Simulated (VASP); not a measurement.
Data:

```
BaHfO3
1.0
    4.17789     0.00000     0.00000
    0.00000     4.17789     0.00000
    0.00000     0.00000     4.17789
Ba Hf O
1 1 3
Direct
  0.00000   0.00000   0.00000
  0.50000   0.50000   0.50000
  0.50000   0.00000   0.50000
  0.00000   0.50000   0.50000
  0.50000   0.50000   0.00000
```

All values below come from rev-vdW-DF2, VASP's PBE PAW potentials (set 64) (plane waves; VASP). Numerical set-up: 520 eV cut-off, 5×5×5 Γ-centred mesh, Gaussian smearing of 0.050 eV, potentials Ba_sv Hf_pv O.

Question: Estimate the energy per atom (σ→0).

Answer: 
- energy per atom (σ→0): -7.221 eV/atom

The absolute energy has meaning only against runs of the same code, potentials and settings.

The compound is BaHfO3 in the cubic perovskite structure. It was relaxed first.
